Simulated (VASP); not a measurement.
## Ga2In2N4 (ordered alloy cell): computed properties

All values below come from PBEsol GGA, VASP's PBE PAW potentials (set 64) (plane waves; VASP).

```yaml
space_group: R3m (160)
cell: a = b = 3.349 Å, c = 33.128 Å, α = β = 90.00°, γ = 120.00°
volume_per_atom: 13.41 Å³/atom
band gap (over mesh and band path): 0.09 eV
smallest direct gap (over mesh and band path): 0.09 eV
band_edge_character: direct, Γ to Γ
density: 6.58 g/cm³
```

Space group R3m, hexagonal axes (No. 160); a = b = 3.349 Å, c = 33.128 Å, α = β = 90.00°, γ = 120.00°

| atom | site | symmetry | x | y | z |
|---|---|---|---|---|---|
| In | 3a | 3m | 0.0000 | 0.0000 | 0.0036 |
| In | 3a | 3m | 0.0000 | 0.0000 | 0.2470 |
| N | 3a | 3m | 0.0000 | 0.0000 | 0.3115 |
| N | 3a | 3m | 0.0000 | 0.0000 | 0.5552 |
| N | 3a | 3m | 0.0000 | 0.0000 | 0.8125 |
| N | 3a | 3m | 0.0000 | 0.0000 | 0.0691 |
| Ga | 3a | 3m | 0.0000 | 0.0000 | 0.4973 |
| Ga | 3a | 3m | 0.0000 | 0.0000 | 0.7538 |
(The calculation used a cell of 8 atoms; values per cell refer to that cell.)

Unless said otherwise, spin-orbit coupling is left out, though it shifts the bands of the heavy elements here.

The structure was generated: Ga2In2N4 was put into an ordered model structure (R3m), which need not be its known phase. It was relaxed first. Symmetry was kept, so distortions that lower it aren't found.
